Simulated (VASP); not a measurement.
Input:

```
CELL_PARAMETERS angstrom
      0.00000     2.40500     2.40500
      2.40500     0.00000     2.40500
      2.40500     2.40500     0.00000
ATOMIC_POSITIONS crystal
  Ca 0.00000 0.00000 0.00000
  O  0.50000 0.50000 0.50000
```

All values below come from PBE GGA, VASP's PBE PAW potentials (set 64) (plane waves; VASP 6.6.1). Settings: 520 eV cut-off, 9×9×9 Γ-centred mesh, Gaussian smearing of 0.050 eV, potentials Ca_sv O.

What does the run give for the energy per atom (σ→0), pressure?

- energy per atom (σ→0) = -6.401 eV/atom
- pressure = 1.98 GPa

The compound is CaO in the rock salt structure. The cell was not relaxed at this level.
